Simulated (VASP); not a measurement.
# SnC₂H₃F: harmonic vibrations of a molecule

SnC₂H₃F, molecule in box, 7 atoms in the cell. PBE, harmonic vibrations; PAW potentials C, Sn_d, F, H (PBE set).

## Input

INCAR.step1:
```
ALGO = Normal
EDIFF = 1E-8
EDIFFG = -0.002
ENCUT = 400
IBRION = 2
ISIF = 2
ISMEAR = 0
ISYM = 0
LASPH = True
LCHARG = False
LREAL = False
LWAVE = False
NELM = 100
NSW = 60
POTIM = 0.5
PREC = Accurate
SIGMA = 0.01
```

INCAR.step2, as INCAR.step1 but for:
```
- EDIFFG = -0.002
- IBRION = 2
- ISIF = 2
- NSW = 60
- POTIM = 0.5
+ IBRION = 5
+ NFREE = 2
+ NSW = 1
+ POTIM = 0.015
```

KPOINTS:
```
k-points
0
Gamma
  1 1 1
```

POSCAR.step1:
```
SnH3C2F
1.0
   12.0000000000      0.0000000000      0.0000000000
    0.0000000000     15.0000000000      0.0000000000
    0.0000000000      0.0000000000     12.0000000000
C Sn F H
2 1 1 3
Direct
    0.5682333300      0.4022766700      0.5296541700
    0.5449000000      0.4797366700      0.5162958300
    0.5080750000      0.6135566700      0.4962875000
    0.3878250000      0.6166300000      0.3908208300
    0.5882250000      0.3335833300      0.5408875000
    0.4556166700      0.6585300000      0.6148458300
    0.6143416700      0.6692166700      0.4343708300
```

Commands (each step's output is kept before the next begins):
```
cat potpaw_PBE.64/C/POTCAR potpaw_PBE.64/Sn_d/POTCAR potpaw_PBE.64/F/POTCAR potpaw_PBE.64/H/POTCAR > POTCAR
cp INCAR.step1 INCAR
cp POSCAR.step1 POSCAR
mpirun -np 8 vasp_gam > vasp.out
cp CONTCAR POSCAR
cp INCAR.step2 INCAR
mpirun -np 8 vasp_gam > vasp.out
```

## Result

- Vibrations (cm⁻¹; a negative value is imaginary): 3376, 2068, 1917, 1904, 691, 677, 655, 622, 569, 499, 442, 441, 244, 173, 103
- Zero-point energy (eV): 0.891
- Translations and rotations, which should read zero (cm⁻¹): -20, -5, -1, 4, 10, 19
- Vibrational entropy at 298 K (meV/K): 0.513
- Displaced cells: 42
- Ionic steps, all stages: 81
- Electronic steps, all stages: 1408

VASP 6.6.1 took 1359 s on 8 cores (Intel Xeon Platinum 8488C (Sapphire Rapids)), a shared host.
